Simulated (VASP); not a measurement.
Method: PBE GGA, VASP's PBE PAW potentials (set 64) (plane waves; VASP).

VASP input:

### INCAR
```
SYSTEM = NiSb
PREC = Accurate
ENCUT = 300
EDIFF = 1E-6
NELM = 100
ALGO = Normal
LREAL = .FALSE.
LASPH = .TRUE.
ISMEAR = 0
SIGMA = 0.2
GGA = PE
LMAXMIX = 4
LWAVE = .FALSE.
LCHARG = .FALSE.
ISIF = 2
```

POSCAR:
```
NiSb
1
    1.9783620000    -3.4266240000     0.0000000000
    1.9783620000     3.4266240000     0.0000000000
    0.0000000000     0.0000000000     5.1648840000
Ni Sb
2 2
Direct
  0.0000000000   0.0000000000   0.5000000000
  0.0000000000   0.0000000000   0.0000000000
  0.3333330000   0.6666670000   0.2500000000
  0.6666670000   0.3333330000   0.7500000000
```

KPOINTS:
```
Regular mesh
0
gamma
  8 8 5
0 0 0
```

POTCAR, in this order: Ni Sb (PBE.64 set). Program: vasp_std.

The run wrote:

**OUTCAR**
```
 ion  position               nearest neighbor table
   1  0.000  0.000  0.500-   2 2.58   2 2.58   4 2.62   3 2.62   4 2.62   3 2.62   4 2.62   3 2.62
  LATTYP: Found a hexagonal cell.
 ALAT       =     3.9567244332
 C/A-ratio  =     1.3053433685
 Subroutine PRICEL returns:
 Original cell was already a primitive cell.
 Subroutine GETGRP returns: Found 24 space group operations
The static configuration has the point symmetry D_3d.
 The point group associated with its full space group is D_6h.
The dynamic configuration has the point symmetry D_3d.
 Subroutine INISYM returns: Found 24 space group operations
 Subroutine IBZKPT returns following result:
 Found     30 irreducible k-points:

 Following reciprocal coordinates:
            Coordinates               Weight
  0.000000  0.000000  0.000000      1.000000
  0.125000 -0.000000  0.000000      6.000000
  0.250000 -0.000000  0.000000      6.000000
  0.375000  0.000000  0.000000      6.000000
  0.500000 -0.000000  0.000000      3.000000
  0.125000  0.125000  0.000000      6.000000
  0.250000  0.125000  0.000000     12.000000
  0.375000  0.125000  0.000000     12.000000
...
```

**OSZICAR**
```
       N       E                     dE             d eps       ncg     rms          rms(c)
DAV:   1     0.127258203374E+03    0.12726E+03   -0.88550E+03  1148   0.103E+03
DAV:   2    -0.154926227851E+02   -0.14275E+03   -0.13861E+03  1158   0.265E+02
DAV:   3    -0.215896448672E+02   -0.60970E+01   -0.59258E+01  1300   0.650E+01
DAV:   4    -0.217411199236E+02   -0.15148E+00   -0.15075E+00  1270   0.104E+01
DAV:   5    -0.217457987692E+02   -0.46788E-02   -0.46778E-02  1383   0.187E+00    0.130E+01
DAV:   6    -0.243995060410E+02   -0.26537E+01   -0.34737E+01  1253   0.101E+02    0.174E+01
DAV:   7    -0.203423983396E+02    0.40571E+01   -0.12852E+01  1236   0.708E+01    0.386E+00
DAV:   8    -0.204061548237E+02   -0.63756E-01   -0.15367E+00  1558   0.103E+01    0.262E+00
DAV:   9    -0.203443838275E+02    0.61771E-01   -0.25054E-01  1288   0.817E+00    0.639E-01
DAV:  10    -0.203451455957E+02   -0.76177E-03   -0.76424E-03  1221   0.774E-01    0.484E-01
DAV:  11    -0.203447524978E+02    0.39310E-03   -0.63906E-04  1516   0.220E-01    0.127E-01
DAV:  12    -0.203446191587E+02    0.13334E-03   -0.53517E-04  1610   0.354E-01    0.292E-02
DAV:  13    -0.203446206836E+02   -0.15249E-05   -0.49793E-05  1209   0.514E-02    0.240E-02
DAV:  14    -0.203446195123E+02    0.11713E-05   -0.13003E-06   750   0.121E-02    0.666E-03
DAV:  15    -0.203446195355E+02   -0.23223E-07   -0.47902E-07   645   0.828E-03
   1 F= -.20344620E+02 E0= -.20320304E+02  d E =-.486312E-01
```

File OUTCAR:
```
------------------------ aborting loop because EDIFF is reached ----------------------------------------
  FORCE on cell =-STRESS in cart. coord.  units (eV):
  Direction    XX          YY          ZZ          XY          YZ          ZX
  --------------------------------------------------------------------------------------
  Total        0.5108211      0.5108212      0.1646260      0.0000000      0.0000000      0.0000000
  in kB       11.6873648     11.6873682      3.7665705      0.0000000      0.0000000      0.0000000
  external PRESSURE =       9.0471011 kB  Pullay stress =       0.0000000 kB
  volume of cell :       70.03
      direct lattice vectors                 reciprocal lattice vectors
     1.978362000 -3.426624000  0.000000000     0.252734333 -0.145916214  0.000000000
     1.978362000  3.426624000  0.000000000     0.252734333  0.145916214  0.000000000
     0.000000000  0.000000000  5.164884000     0.000000000  0.000000000  0.193615191
 POSITION                                       TOTAL-FORCE (eV/Angst)
 -----------------------------------------------------------------------------------
      0.00000      0.00000      2.58244        -0.000000      0.000000      0.000000
      0.00000      0.00000      0.00000        -0.000000      0.000000      0.000000
      1.97836      1.14221      1.29122         0.000000     -0.000000      0.000000
      1.97836     -1.14221      3.87366        -0.000000      0.000000      0.000000
 -----------------------------------------------------------------------------------
    total drift:                               -0.000000     -0.000000     -0.000000
  FREE ENERGIE OF THE ION-ELECTRON SYSTEM (eV)
  ---------------------------------------------------
  free  energy   TOTEN  =       -20.3446195355 eV

  energy  without entropy=      -20.2959883035  energy(sigma->0) =      -20.32030392
```
(Selected blocks of OUTCAR.)

### OUTCAR
```
 val. band max:        9.6926575482   @ k =   0.3750   0.0000   0.0000

 cond. band min:       9.7065429995   @ k =   0.1250  -0.0000   0.0000


 Fermi energy:         9.6946433599

 k-point     1 :       0.0000    0.0000    0.0000
  band No.  band energies     occupation
      1      -3.0803      2.00000
      2       1.3251      2.00000
      3       3.6036      2.00000
      4       5.9026      2.00000
      5       5.9026      2.00000
      6       6.6517      2.00000
      7       7.2312      2.00000
      8       7.2312      2.00000
      9       7.6719      2.00000
     10       7.6719      2.00000
     11       8.4196      2.00000
     12       8.4196      2.00000
     13       9.6770      1.09921
     14      10.3105      0.00001
     15      10.3105      0.00001
     16      12.1590      0.00000
     17      12.1590      0.00000
     18      12.8545      0.00000
     19      13.6612      0.00000

 k-point     2 :       0.1250   -0.0000    0.0000
  band No.  band energies     occupation
      1      -2.8882      2.00000
      2       1.3137      2.00000
      3       3.8200      2.00000
      4       5.8497      2.00000
      5       5.9428      2.00000
      6       6.5685      2.00000
      7       7.0857      2.00000
      8       7.1551      2.00000
      9       7.5600      2.00000
     10       7.7065      2.00000
     11       8.4088      2.00000
     12       8.4207      2.00000
     13       9.1130      1.99996
     14       9.6171      1.41644
     15       9.7065      0.93294
     16      11.4067      0.00000
     17      12.6886      0.00000
     18      13.3386      0.00000
     19      14.2249      0.00000

 k-point     3 :       0.2500   -0.0000    0.0000
  band No.  band energies     occupation
      1      -2.3255      2.00000
      2       1.1975      2.00000
      3       4.4502      2.00000
      4       5.3115      2.00000
      5       6.0549      2.00000
      6       6.2941      2.00000
      7       6.8730      2.00000
...
```

At this cut-off the stress carries a Pulay error, which pulls relaxed volumes low. Unless said otherwise, spin-orbit coupling is left out, though it shifts the bands of the heavy elements here.

The structure is a typed NiSb crystal. The cell was not relaxed at this level. The run is not spin-polarised, so no magnetic state was tried.
